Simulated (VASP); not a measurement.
Here is the system:

```xyz
2
Lattice="0.0000 2.3236 2.3236 2.3236 0.0000 2.3236 2.3236 2.3236 0.0000" Properties=species:S:1:pos:R:3 pbc="T T T"
Hf     0.0000     0.0000     0.0000
C      2.3236     2.3236     2.3236
```

All values below come from PBE GGA, VASP's PBE PAW potentials (set 64) (plane waves; VASP). Numerical set-up: 620 eV cut-off, 14×14×14 Γ-centred mesh, first-order Methfessel-Paxton smearing of 0.10 eV, potentials Hf_pv C.

Energy and stress use the plane-wave basis of the starting cell.

The ions, cell shape and volume at an external pressure of 5.0 GPa are relaxed. What does this cell relax into?

```xyz
2
Lattice="0.0000 2.3078 2.3078 2.3078 0.0000 2.3078 2.3078 2.3078 0.0000" Properties=species:S:1:pos:R:3 pbc="T T T"
Hf     0.0000     0.0000     0.0000
C      2.3078     2.3078     2.3078
```
Space group Fm-3m (225), at a tolerance of 0.03 Å.

How do energy and volume change from the first to the last step?

The energy (σ→0) changes by +3.7 meV/atom and the volume by -2.0 %, in 3 ionic steps.

The compound is HfC in the rock salt structure. This run relaxes it under an external pressure of 5 GPa. Symmetry was kept, so distortions that lower it aren't found.
